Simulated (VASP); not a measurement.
Consider the following.

```yaml
crystal:
  lattice:
    - [-1.60651, 1.60651, 1.60651]
    - [1.60651, -1.60651, 1.60651]
    - [1.60651, 1.60651, -1.60651]
  atoms:
    - { symbol: Ta, position: [0.00000, 0.00000, 0.00000] }
```

The numbers are results of AM05 GGA, VASP's PBE PAW potentials (set 64) (plane waves; VASP), not measurements. Settings: 520 eV cut-off, 16×16×16 Γ-centred mesh, first-order Methfessel-Paxton smearing of 0.10 eV, potentials Ta_pv.

Give the stress tensor in GPa (positive for a compressed cell).

```
13.88   0.00   0.00
 0.00  13.88   0.00
 0.00   0.00  13.88
```
The pressure is its mean diagonal, 13.88 GPa.

The compound is Ta in the bcc structure. This cell is one point of a volume scan, at 0.94 of the reference volume.
